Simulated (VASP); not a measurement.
Calculation: PBE GGA, VASP's PBE PAW potentials (set 64) (plane waves; VASP 6.6.1).

Input for VASP

KPOINTS:
```
Automatic mesh
0
Gamma
7 7 7
0 0 0
```

File POSCAR:
```
NiRu3
6.4276120
  0.0000000000   0.5000000000   0.5000000000
  0.5000000000   0.0000000000   0.5000000000
  0.5000000000   0.5000000000   0.0000000000
Ni Ru
1 3
Cartesian
  0.0000000000   0.0000000000   0.0000000000
  0.5000000000   0.5000000000   0.5000000000
  0.2500000000   0.2500000000   0.2500000000
  0.7500000000   0.7500000000   0.7500000000
```

INCAR:
```
! general
SYSTEM  = NiRu3
PREC    = Accurate
ENCUT   = 300   ! plane-wave cut-off (eV)
LREAL   = .False.
LASPH   = .True.   ! aspherical one-centre terms

! electronic loop
EDIFF   = 1E-6
NELM    = 100   ! most electronic steps
ALGO    = Normal   ! blocked Davidson
LMAXMIX = 4

! smearing
ISMEAR  = 0   ! Gaussian
SIGMA   = 0.272   ! width (eV)

! functional
GGA     = PE

! spin
ISPIN   = 2   ! spin-polarised
MAGMOM  = 2.0 0.0 0.0 0.0

! ions
ISIF    = 2

! output
LWAVE   = .False.
LCHARG  = .False.
LORBIT  = 11   ! lm-projected
```

POTCAR, in this order: Ni Ru_pv (PBE.64 set). Program: vasp_std.

Output

File OSZICAR:
```
       N       E                     dE             d eps       ncg     rms          rms(c)
DAV:   1     0.400202133703E+03    0.40020E+03   -0.22674E+04  3024   0.123E+03
DAV:   2    -0.179859292910E+02   -0.41819E+03   -0.40451E+03  2848   0.406E+02
DAV:   3    -0.333194422063E+02   -0.15334E+02   -0.14645E+02  3024   0.833E+01
DAV:   4    -0.337507096247E+02   -0.43127E+00   -0.42204E+00  3216   0.129E+01
DAV:   5    -0.337627007924E+02   -0.11991E-01   -0.11979E-01  3232   0.216E+00    0.263E+01
DAV:   6    -0.614036305712E+02   -0.27641E+02   -0.21168E+02  2832   0.225E+02    0.630E+01
DAV:   7    -0.390591101168E+02    0.22345E+02   -0.55939E+01  2920   0.486E+01    0.267E+01
DAV:   8    -0.345039247663E+02    0.45552E+01   -0.18085E+01  3232   0.343E+01    0.216E+01
DAV:   9    -0.299077380631E+02    0.45962E+01   -0.10142E+01  3296   0.479E+01    0.513E+00
DAV:  10    -0.300882775515E+02   -0.18054E+00   -0.15491E+00  3344   0.118E+01    0.615E+00
DAV:  11    -0.299853108280E+02    0.10297E+00   -0.58646E-01  3544   0.122E+01    0.262E+00
DAV:  12    -0.299939218174E+02   -0.86110E-02   -0.20323E-01  3336   0.544E+00    0.237E+00
DAV:  13    -0.299968793875E+02   -0.29576E-02   -0.11299E-01  3512   0.434E+00    0.140E+00
DAV:  14    -0.299908747628E+02    0.60046E-02   -0.64572E-03  3040   0.549E-01    0.145E+00
DAV:  15    -0.299749800983E+02    0.15895E-01   -0.13350E-02  3192   0.640E-01    0.124E+00
DAV:  16    -0.299606206884E+02    0.14359E-01   -0.11965E-01  2912   0.173E+00    0.965E-01
DAV:  17    -0.299693249636E+02   -0.87043E-02   -0.43725E-02  3216   0.142E+00    0.125E+00
DAV:  18    -0.299718084767E+02   -0.24835E-02   -0.39335E-02  3504   0.143E+00    0.768E-01
DAV:  19    -0.299638186193E+02    0.79899E-02   -0.20140E-02  3104   0.949E-01    0.156E-01
DAV:  20    -0.299649617030E+02   -0.11431E-02   -0.92686E-04  2888   0.288E-01    0.117E-01
DAV:  21    -0.299652868735E+02   -0.32517E-03   -0.91425E-04  3608   0.274E-01    0.137E-01
DAV:  22    -0.299653093742E+02   -0.22501E-04   -0.23652E-04  3576   0.145E-01    0.125E-01
DAV:  23    -0.299653566721E+02   -0.47298E-04   -0.91114E-04  3512   0.320E-01    0.116E-01
DAV:  24    -0.299654077784E+02   -0.51106E-04   -0.67820E-04  3560   0.264E-01    0.106E-01
DAV:  25    -0.299653445047E+02    0.63274E-04   -0.91506E-03  3536   0.100E+00    0.118E-01
DAV:  26    -0.299653189468E+02    0.25558E-04   -0.66132E-04  3600   0.211E-01    0.113E-01
DAV:  27    -0.299652937562E+02    0.25191E-04   -0.23531E-05  2936   0.420E-02    0.906E-02
DAV:  28    -0.299653320133E+02   -0.38257E-04   -0.11784E-03  3536   0.336E-01    0.308E-02
DAV:  29    -0.299653686016E+02   -0.36588E-04   -0.63216E-04  3560   0.253E-01    0.128E-02
DAV:  30    -0.299653802493E+02   -0.11648E-04   -0.33764E-04  3424   0.177E-01    0.119E-02
DAV:  31    -0.299653824694E+02   -0.22201E-05   -0.12063E-05  2688   0.249E-02    0.680E-03
DAV:  32    -0.299653825651E+02   -0.95695E-07   -0.40393E-06  1704   0.193E-02
   1 F= -.29965383E+02 E0= -.29776171E+02  d E =-.378423E+00  mag=    -0.0022
```

File OUTCAR:
```
------------------------ aborting loop because EDIFF is reached ----------------------------------------
  FORCE on cell =-STRESS in cart. coord.  units (eV):
  Direction    XX          YY          ZZ          XY          YZ          ZX
  --------------------------------------------------------------------------------------
  Total      -13.5865751    -13.5865751    -13.5865751     -0.0000000      0.0000000     -0.0000000
  in kB     -327.8925959   -327.8925959   -327.8925959     -0.0000000      0.0000000     -0.0000000
  external PRESSURE =    -327.8925959 kB  Pullay stress =       0.0000000 kB
  volume of cell :       66.39
      direct lattice vectors                 reciprocal lattice vectors
     0.000000000  3.213806000  3.213806000    -0.155578775  0.155578775  0.155578775
     3.213806000  0.000000000  3.213806000     0.155578775 -0.155578775  0.155578775
     3.213806000  3.213806000  0.000000000     0.155578775  0.155578775 -0.155578775
 POSITION                                       TOTAL-FORCE (eV/Angst)
 -----------------------------------------------------------------------------------
      0.00000      0.00000      0.00000         0.000000      0.000000      0.000000
      3.21381      3.21381      3.21381         0.000000     -0.000000      0.000000
      1.60690      1.60690      1.60690         0.000000      0.000000     -0.000000
      4.82071      4.82071      4.82071        -0.000000     -0.000000     -0.000000
 -----------------------------------------------------------------------------------
    total drift:                                0.000000      0.000000      0.000000
  FREE ENERGIE OF THE ION-ELECTRON SYSTEM (eV)
  ---------------------------------------------------
  free  energy   TOTEN  =       -29.9653825651 eV

  energy  without entropy=      -29.5869590655  energy(sigma->0) =      -29.77617082

 total charge

# of ion       s       p       d       tot
------------------------------------------
    1        0.394   0.319   8.257   8.969
    2        0.341   6.189   5.765  12.295
    3        0.308   6.161   5.814  12.283
    4        0.308   6.161   5.814  12.283
--------------------------------------------------
tot          1.350  18.831  25.649  45.830

 magnetization (x)

# of ion       s       p       d       tot
------------------------------------------
    1       -0.000   0.000  -0.001  -0.001
    2       -0.000   0.000  -0.001  -0.001
    3        0.000   0.000  -0.001  -0.001
    4        0.000   0.000  -0.001  -0.001
--------------------------------------------------
tot         -0.000   0.000  -0.004  -0.004
```
(Selected blocks of OUTCAR.)

At this cut-off the stress carries a Pulay error, which pulls relaxed volumes low.

The structure was generated: NiRu3 was put into an ordered model structure, which need not be its known phase. The cell was not relaxed at this level. The run is one of a series of settings (KPOINTS 7×7×7 Γ-centred mesh against the base run), some of them coarse on purpose.
